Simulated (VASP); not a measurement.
Given:

```
BC63
1.0
    7.14656     0.00000     0.00000
    0.00000     7.14656     0.00000
    0.00000     0.00000     7.14656
C B
63 1
Direct
  0.49855   0.00133   0.00133
  0.62635   0.12331   0.12334
  0.74892   0.25116   0.00097
  0.87677   0.37371   0.12332
  0.74892   0.00097   0.25117
  0.87679   0.12326   0.37374
  0.99909   0.00104   0.00100
  0.12602   0.12428   0.12428
  0.24912   0.25107   0.00127
  0.37580   0.37461   0.12433
  0.49911   0.50101   0.00107
  0.62547   0.62430   0.12433
  0.74906   0.75100   0.00129
  0.87584   0.87411   0.12429
  0.24915   0.00130   0.25106
  0.37580   0.12432   0.37466
  0.49939   0.25158   0.25159
  0.63077   0.36928   0.36931
  0.74852   0.50071   0.25155
  0.87578   0.62427   0.37460
  0.49912   0.00105   0.50098
  0.62546   0.12428   0.62427
  0.74848   0.25157   0.50074
  0.87577   0.37462   0.62427
  0.74905   0.00128   0.75093
  0.87583   0.12428   0.87405
  0.99875   0.50150   0.00131
  0.12515   0.62390   0.12331
  0.24898   0.75110   0.00080
  0.37616   0.87493   0.12333
  0.99909   0.25115   0.25117
  0.12594   0.37463   0.37465
  0.24792   0.50247   0.25023
  0.37335   0.62669   0.36944
  0.49758   0.75214   0.25024
  0.62543   0.87412   0.37464
  0.99878   0.00127   0.50152
  0.12515   0.12328   0.62394
  0.24795   0.25024   0.50251
  0.37333   0.36943   0.62674
  0.63063   0.62673   0.62674
  0.74982   0.75210   0.50246
  0.87675   0.87489   0.62393
  0.24899   0.00079   0.75109
  0.37616   0.12331   0.87493
  0.49758   0.25024   0.75210
  0.62542   0.37463   0.87413
  0.74980   0.50249   0.75213
  0.87676   0.62390   0.87492
  0.99882   0.75094   0.25105
  0.12576   0.87433   0.37405
  0.99902   0.50096   0.50097
  0.12636   0.62405   0.62405
  0.24829   0.75180   0.50070
  0.37603   0.87370   0.62407
  0.99879   0.25104   0.75092
  0.12572   0.37402   0.87435
  0.24829   0.50072   0.75180
  0.37605   0.62406   0.87374
  0.49939   0.75181   0.75183
  0.62606   0.87436   0.87437
  0.99928   0.75107   0.75109
  0.12604   0.87405   0.87407
  0.49654   0.50352   0.50348
```
Cell charge +1.

Computed with HSE06 screened hybrid, VASP's PBE PAW potentials (set 64) (plane waves; VASP). Run with PREC = Normal, LREAL = Auto, ISYM = 0, NELECT = 254.0, EDIFF = 1E-5, 400 eV cut-off, 1×1×1 Γ-centred mesh, Gaussian smearing of 0.050 eV, potentials C B.

The cell is charged, with a uniform compensating background. The supercell is sampled at Γ alone, which is coarse: total energies, pressure and levels can be off, energies of defects by several tenths of an eV.

Q: Predict the energy per atom (σ→0), largest force.

A: 
```json
{
 "energy per atom (σ→0)": "-10.577 eV/atom",
 "largest_force": "0.219 eV/Å"
}
```

Only differences to runs with the same potentials and settings are physical.

The cell is a supercell with a defect, built from C (diamond): B_C, charge +1. The cell's shape comes from a PBE relaxation. The run is not spin-polarised, so no state with unpaired spins was tried.
